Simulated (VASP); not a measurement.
The system is Si2W.

```
CELL_PARAMETERS angstrom
-1.60690 1.60690 3.91495
1.60690 -1.60690 3.91495
1.60690 1.60690 -3.91495
ATOMIC_POSITIONS crystal
Si 0.33470 0.33470 0.00000
Si 0.66530 0.66530 0.00000
W 0.00000 0.00000 0.00000
```

| Quantity | Value |
| --- | --- |
| Program | VASP 6.6.1 |
| Task | relaxation of cell and atoms |
| Functional | LDA |
| Potentials or basis | VASP PAW LDA potentials, release 64 (Si, W_sv) |
| Cutoff | 520 eV |
| k mesh | 18 × 18 × 18 |
| Occupations | gaussian, width 0.1 eV |
| Spin | no spin polarisation |

At the start: pressure -5.0 GPa; volume 13.48 Å³/atom.

Q: How do energy, volume and symmetry change on relaxing?

A: Over 11 steps the energy falls by 4.7 meV/atom and the volume is 13.19 Å³/atom (-2.2 %); space group I4/mmm (No. 139, to 0.05 Å).

Step by step:
| step | energy change (eV) | largest force (eV/Å) | pressure (GPa) | volume (Å³) |
| --- | --- | --- | --- | --- |
| 1 | 0.0000 | 0.0538 | -5.03 | 40.44 |
| 2 | 0.0367 | 0.1831 | 10.70 | 38.01 |
| 3 | -0.0139 | 0.0227 | -0.08 | 39.58 |
| 4 | -0.0139 | 0.0243 | 0.02 | 39.56 |
| 5 | -0.0140 | 0.0025 | 0.05 | 39.55 |
| 6 | -0.0140 | 0.0092 | 0.04 | 39.55 |
| 7 | -0.0140 | 0.0095 | 0.04 | 39.56 |
| 8 | -0.0140 | 0.0000 | -0.07 | 39.57 |
| 9 | -0.0140 | 0.0032 | -0.03 | 39.56 |
| 10 | -0.0140 | 0.0015 | 0.01 | 39.56 |
| 11 | -0.0140 | 0.0001 | 0.00 | 39.56 |

Final structure:
```xyz
3
Lattice="-1.5946 1.5946 3.8897 1.5946 -1.5946 3.8897 1.5946 1.5946 -3.8897" Properties=species:S:1:pos:R:3 pbc="T T T"
Si    0.0000    0.0000    2.6035
Si    0.0000    0.0000    5.1759
W     0.0000    0.0000    0.0000
```
